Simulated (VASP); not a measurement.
Rh: equilibrium volume by level of theory

The structure is cubic, space group Fm-3m (No. 225). The conventional cell has a = 3.806 Å, b = 3.806 Å, c = 3.806 Å, α = 90.00°, β = 90.00°, γ = 90.00°. Rh (site symmetry m-3m) has 12 Rh at 2.69 Å as nearest neighbours.

```csv
rung,level,program and potentials,cutoff (eV),k mesh,smearing,equilibrium volume (Å³/atom),notes
LDA,LDA,"VASP, LDA PAW files Rh_pv, 600 eV",600,18 × 18 × 18,gaussian 0.1,13.26,15 valence electrons an atom on average
GGA,PBE,"VASP, PBE PAW files Rh_pv, 600 eV",600,18 × 18 × 18,gaussian 0.1,(a),15 valence electrons an atom on average
GGA + dispersion,PBE+D3(BJ),"VASP, PBE PAW files Rh_pv, 600 eV",600,18 × 18 × 18,gaussian 0.1,13.64,15 valence electrons an atom on average
GGA,PBEsol,"VASP, PBE PAW files Rh, 580 eV",580,18 × 18 × 18,gaussian 0.1,13.45,potentials made for PBE; 9 valence electrons an atom on average
GGA,PBEsol,"VASP, PBE PAW files Rh_pv, 480 eV",480,18 × 18 × 18,gaussian 0.1,13.50,potentials made for PBE; 15 valence electrons an atom on average
GGA,PBEsol,"VASP, PBE PAW files Rh_pv, 600 eV",600,6 × 6 × 6,gaussian 0.1,13.56,coarse mesh; potentials made for PBE; 15 valence electrons an atom on average
GGA,PBEsol,"VASP, PBE PAW files Rh_pv, 600 eV",600,18 × 18 × 18,gaussian 0.1,(b),potentials made for PBE; 15 valence electrons an atom on average
GGA,RPBE,"VASP, PBE PAW files Rh_pv, 600 eV",600,18 × 18 × 18,gaussian 0.1,14.31,potentials made for PBE; 15 valence electrons an atom on average
```

Task: relaxation of cell and atoms. All rows: no spin polarisation. Smearing widths are in eV. For a metal such meshes aren't converged. Meshes differ between rows, which moves values too. Meshes are those of the run's cell of 1 atom unless a note names another. Relaxations start from the cell shown or near it and stop with a little pressure left. Runs on faulty files, with rough fits or with known faults for this quantity aren't shown. No row holds spin-orbit coupling.

Task: Estimate the values left out from the other rows.

Result: (a) 14.04 Å³/atom; (b) 13.49 Å³/atom.
